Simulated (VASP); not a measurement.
Data:

```xyz
2
Lattice="0.0000 2.7155 2.7155 2.7155 0.0000 2.7155 2.7155 2.7155 0.0000" Properties=species:S:1:pos:R:3 pbc="T T T"
Si     0.0000     0.0000     0.0000
Si     1.3578     1.3578     1.3578
```

These are revPBE GGA, VASP's PBE PAW potentials (set 64) (plane waves; VASP) values and carry that method's errors. Numerical set-up: 520 eV cut-off, 8×8×8 Γ-centred mesh, Gaussian smearing of 0.050 eV, potentials Si.

Energy and stress use the plane-wave basis of the starting cell.

Q: The ions, cell shape and volume are relaxed. Predict the relaxed structure.

A: 
```xyz
2
Lattice="0.0000 2.7449 2.7449 2.7449 0.0000 2.7449 2.7449 2.7449 0.0000" Properties=species:S:1:pos:R:3 pbc="T T T"
Si     0.0000     0.0000     0.0000
Si     1.3724     1.3724     1.3724
```
Space group Fd-3m (227), at a tolerance of 0.03 Å.

Q: How do energy and volume change from the first to the last step?

A: The energy (σ→0) changes by -6.0 meV/atom and the volume by +3.3 %, in 3 ionic steps.

The compound is Si in the diamond structure. This run relaxes it. Symmetry was kept, so distortions that lower it aren't found.
